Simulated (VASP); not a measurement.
All values below come from PBEsol GGA, VASP's PBE PAW potentials (set 64) (plane waves; VASP).

A VASP calculation is set up with these files.

POSCAR:
```
CdF2(111) slab
1
    3.8181095045     0.0000000000     0.0000000000
   -1.9090547523     3.3065790063     0.0000000000
    0.0000000000     0.0000000000    24.3791953851
F Cd
6 3
Direct
  0.6666670000   0.3333330000   0.3400964726
  0.3333330000   0.6666670000   0.4680489920
  1.0000000000   1.0000000000   0.4040640443
  0.0000000000   1.0000000000   0.5959359557
  0.6666670000   0.3333330000   0.5319510080
  0.3333330000   0.6666670000   0.6599035274
  0.3333330000   0.6666670000   0.3721957423
  0.0000000000   0.0000000000   0.5000000000
  0.6666670000   0.3333330000   0.6278042577
```

### INCAR
```
ALGO = Normal
DIPOL = 0.5 0.5 0.5
EDIFF = 1E-6
ENCUT = 450
GGA = PS
IDIPOL = 3
ISMEAR = 0
LASPH = T
LCHARG = F
LDIPOL = T
LMAXMIX = 4
LORBIT = 11
LREAL = F
LVHAR = T
LWAVE = F
NELM = 100
NELMIN = 4
PREC = Normal
SIGMA = 0.05
SYSTEM = CdF2(111) slab
```

### KPOINTS
```
Automatic mesh
0
Gamma
6 6 1
0 0 0
```

POTCAR, in this order: F Cd (PBE.64 set). Program: vasp_std. Read from the step before: WAVECAR.

What VASP printed:

### OSZICAR
```
       N       E                     dE             d eps       ncg     rms          rms(c)
DAV:   1    -0.341846831841E+02   -0.34185E+02   -0.10209E-04   852   0.170E-01    0.951E-03
DAV:   2    -0.341846804078E+02    0.27763E-05   -0.31884E-05   726   0.581E-02    0.794E-03
DAV:   3    -0.341846784129E+02    0.19949E-05   -0.41589E-06   590   0.203E-02    0.548E-03
DAV:   4    -0.341846768193E+02    0.15936E-05   -0.13846E-06   432   0.144E-02    0.456E-03
DAV:   5    -0.341846751102E+02    0.17091E-05   -0.20574E-06   504   0.212E-02    0.341E-03
DAV:   6    -0.341846747140E+02    0.39613E-06   -0.28370E-06   550   0.146E-02
   1 F= -.34184675E+02 E0= -.34184675E+02  d E =-.490407E-12
```

### OUTCAR
```
------------------------ aborting loop because EDIFF is reached ----------------------------------------
  FORCE on cell =-STRESS in cart. coord.  units (eV):
  Direction    XX          YY          ZZ          XY          YZ          ZX
  --------------------------------------------------------------------------------------
  Total       -5.4501561     -5.4501534     -1.9055883      0.0000000      0.0000000      0.0000000
  in kB      -28.3708844    -28.3708703     -9.9195737      0.0000000      0.0000000      0.0000000
  external PRESSURE =     -22.2204428 kB  Pullay stress =       0.0000000 kB
  volume of cell :      307.78
      direct lattice vectors                 reciprocal lattice vectors
     3.818109505  0.000000000  0.000000000     0.261909722  0.151213686  0.000000000
    -1.909054752  3.306579006  0.000000000     0.000000000  0.302427372  0.000000000
     0.000000000  0.000000000 24.379195385     0.000000000  0.000000000  0.041018581
 POSITION                                       TOTAL-FORCE (eV/Angst)
 -----------------------------------------------------------------------------------
      1.90906      1.10219      8.29128         0.000000     -0.000000     -0.020556
     -0.00000      2.20439     11.41066        -0.000000      0.000000      0.011607
      0.00000      0.00000      9.85076        -0.000000      0.000000     -0.004264
      0.00000      0.00000     14.52844        -0.000000     -0.000000      0.004264
      1.90906      1.10219     12.96854         0.000000     -0.000000     -0.011607
     -0.00000      2.20439     16.08792         0.000000      0.000000      0.020556
     -0.00000      2.20439      9.07383         0.000000      0.000000      0.008336
      0.00000      0.00000     12.18960        -0.000000      0.000000      0.000000
      1.90906      1.10219     15.30536        -0.000000      0.000000     -0.008336
 -----------------------------------------------------------------------------------
    total drift:                                0.000000      0.000000      0.000000
  FREE ENERGIE OF THE ION-ELECTRON SYSTEM (eV)
  ---------------------------------------------------
  free  energy   TOTEN  =       -34.1846747140 eV

  energy  without entropy=      -34.1846747140  energy(sigma->0) =      -34.18467471

 total charge

# of ion       s       p       d       tot
------------------------------------------
    1        1.748   4.303   0.000   6.051
    2        1.751   4.327   0.000   6.078
    3        1.751   4.324   0.000   6.076
    4        1.751   4.324   0.000   6.076
    5        1.751   4.327   0.000   6.078
    6        1.748   4.303   0.000   6.051
    7        0.237   0.185   9.669  10.090
    8        0.235   0.198   9.683  10.117
    9        0.237   0.185   9.669  10.090
--------------------------------------------------
tot         11.209  26.477  29.021  66.707
```
(Selected blocks of OUTCAR.)

File OUTCAR:
```
 val. band max:       -5.6731195555   @ k =   0.5000   0.0000   0.0000

 cond. band min:      -2.5358450450   @ k =   0.0000   0.0000   0.0000


 Fermi energy:        -5.4314602918

 k-point     1 :       0.0000    0.0000    0.0000
  band No.  band energies     occupation
      1     -26.2076      2.00000
      2     -25.9630      2.00000
      3     -25.6883      2.00000
      4     -25.3524      2.00000
      5     -25.0216      2.00000
      6     -25.0040      2.00000
      7     -11.1965      2.00000
      8     -11.1964      2.00000
      9     -11.0826      2.00000
     10     -11.0785      2.00000
     11     -11.0784      2.00000
     12     -10.9381      2.00000
     13     -10.9381      2.00000
     14     -10.6231      2.00000
     15     -10.1892      2.00000
     16     -10.1892      2.00000
     17     -10.1545      2.00000
     18     -10.1545      2.00000
     19     -10.0099      2.00000
     20      -9.9995      2.00000
     21      -9.9995      2.00000
     22      -8.2197      2.00000
     23      -7.5280      2.00000
     24      -7.4244      2.00000
     25      -7.2672      2.00000
     26      -7.2669      2.00000
     27      -6.8345      2.00000
     28      -6.8341      2.00000
     29      -6.5927      2.00000
     30      -6.5924      2.00000
     31      -6.5920      2.00000
     32      -6.3198      2.00000
     33      -6.1299      2.00000
     34      -6.0649      2.00000
     35      -6.0645      2.00000
     36      -5.9393      2.00000
     37      -5.9389      2.00000
     38      -5.9309      2.00000
     39      -5.9306      2.00000
     40      -2.5358      0.00000
     41      -1.7123      0.00000
     42      -0.1395      0.00000
     43       2.1379      0.00000
     44       2.2998      0.00000
     45       2.9561      0.00000
     46       3.1402      0.00000

 k-point     2 :       0.1667    0.0000    0.0000
  band No.  band energies     occupation
      1     -26.1377      2.00000
      2     -25.9185      2.00000
...
```

At this cut-off the stress carries a Pulay error, which pulls relaxed volumes low.

The cell is a thin slab with vacuum, built from CdF2 (fluorite): (111) face.
